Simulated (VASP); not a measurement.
Input:

```
CELL_PARAMETERS angstrom
      2.80574     0.00000     0.00000
     -1.40287     2.42985     0.00000
      0.00000     0.00000    16.28124
ATOMIC_POSITIONS crystal
  Ti 0.00000 0.00000 0.50000
  O  0.33333 0.66667 0.57006
  O  0.66667 0.33333 0.42994
```

All values below come from PBE GGA, VASP's PBE PAW potentials (set 64) (plane waves; VASP). Run with 400 eV cut-off, 13×13×1 Γ-centred mesh, Fermi-Dirac smearing of 0.10 eV, potentials Ti_sv O.

The cell holds a wide vacuum, so values per volume refer to the whole cell.

Q: Predict the energy per atom (σ→0), largest force.

A: 
* **energy per atom (σ→0)**: -8.628 eV/atom
* **largest force**: 2.052 eV/Å

Total energies compare only between runs with the same potentials, cut-off and functional.

The cell is a sheet with vacuum, built from a generated structure.
